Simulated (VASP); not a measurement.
Be4FeGe, 6 atoms in the cell. The structure is cubic, space group F-43m (No. 216). The conventional cell has a = 5.934 Å, b = 5.934 Å, c = 5.934 Å, α = 90.00°, β = 90.00°, γ = 90.00°. Be (site symmetry 3m) has 6 Be at 2.08 to 2.12 Å as nearest neighbours. Fe (site symmetry -43m) has 12 Be at 2.46 Å and 4 Ge at 2.57 Å as nearest neighbours. Around Ge (site symmetry -43m) lie 12 Be at 2.46 Å and 4 Fe at 2.57 Å. The cell comes from a database or a generator and needn't be the stable form of this composition.

* Program: VASP 6.6.1
* Task: single point
* Functional: r2SCAN
* Potentials or basis: VASP PAW PBE potentials, release 64 (Be, Fe, Ge_d)
* Cutoff: 520 eV
* k mesh: 10 × 10 × 10
* Occupations: gaussian, width 0.1 eV
* Spin: no spin polarisation
* Dipole correction: no
* Further INCAR settings: ALGO = Normal; EDIFF = 1e-06; NBANDS = 24

Potentials or basis: VASP PAW PBE potentials, release 64 (Be, Fe, Ge_d).

The run is started by

```sh
$ cat potpaw_PBE.64/Be/POTCAR potpaw_PBE.64/Fe/POTCAR potpaw_PBE.64/Ge_d/POTCAR > POTCAR
$ cp INCAR.step1 INCAR
$ mpirun -np 1 vasp_std > vasp.out
$ cp INCAR.step2 INCAR
$ mpirun -np 1 vasp_std > vasp.out
```

Hardware: 1 thread of Intel(R) Xeon(R) Platinum 8488C (Sapphire Rapids) (shared host).

Problem. Estimate the wall time of this run.

Solution. Wall time 110 s on 1 thread of Intel(R) Xeon(R) Platinum 8488C (Sapphire Rapids), with other jobs on the host, peak memory 0.22 GiB. Counts: scf iterations 10, k points 47.
